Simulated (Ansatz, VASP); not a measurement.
# CsHf3 in VASP and in Ansatz

The input INCAR:

```
ALGO = Normal
EDIFF = 1E-6
EDIFFG = -0.01
ENCUT = 600
GGA = PE
IBRION = 2
ISIF = 3
ISMEAR = 0
LASPH = T
LCHARG = F
LREAL = F
LWAVE = F
NELM = 100
NSW = 100
PREC = Accurate
SIGMA = 0.1
```

Contents of KPOINTS:

```
k-points
0
Gamma
  10 10 10
```

File POSCAR:

```
CsHf3
1.0
    4.6827160486      0.0000000000      0.0000000000
    0.0000000000      4.6827160486      0.0000000000
    0.0000000000      0.0000000000      4.6827160486
Cs Hf
1 3
Direct
    0.0000000000      0.0000000000      0.0000000000
    0.5000000000      0.5000000000      0.0000000000
    0.0000000000      0.5000000000      0.5000000000
    0.5000000000      0.0000000000      0.5000000000
```

Input for Ansatz:

```yaml
crystal:
  lattice:
    - [4.6827160486, 0.0, 0.0]
    - [0.0, 4.6827160486, 0.0]
    - [0.0, 0.0, 4.6827160486]
  atoms:
    - { symbol: Cs, position: [0.0, 0.0, 0.0] }
    - { symbol: Hf, position: [0.5, 0.5, 0.0] }
    - { symbol: Hf, position: [0.0, 0.5, 0.5] }
    - { symbol: Hf, position: [0.5, 0.0, 0.5] }
basis:
  ecutwfc: 420
kpoints:
  mp_grid: { grid: [10, 10, 10] }
hamiltonian:
  xc: pbe
scf:
  occupations: { method: gaussian, width: 0.1 }
output:
  forces: true
  stress: true
  eigenvalues: true
relax:
  adjacent_minimum: "off"
  f_tol: 0.01
  max_steps: 80
  cell: { stress_tol: 0.05 }
```

Change from the starting cell: species swapped into the Ho3Er type (Pm-3m, No. 221).

Alike in both runs: task relaxation of cell and atoms; functional PBE; k mesh 10 × 10 × 10; occupations gaussian, width 0.1 eV; no spin polarisation.

|  | VASP | Ansatz |
| --- | --- | --- |
| version | VASP 6.6.1 | Ansatz 0.2.0 |
| potentials or method | VASP PAW PBE potentials, release 64 (Cs_sv, Hf_pv) | scalar-relativistic, plane waves, PAW |
| plane-wave cutoff (eV) | 600 | 420 |
| valence electrons in the cell | 39 | 87 |

```tsv
	VASP	Ansatz	Ansatz less VASP
gap on the k mesh at the Fermi level, each at its own relaxed structure (eV)	none	none	-
relaxed volume (Å³/atom)	25.83	25.79	-0.048
relaxed cell length with the largest relative difference (Å)	4.693	4.690	-0.0029
```

A gap of «none» marks a metal or a gap that the smearing closes. The two sets of potentials don't hold the same shells in valence.

The runs have no spin-orbit coupling, so splittings on Cs, Hf are missing.
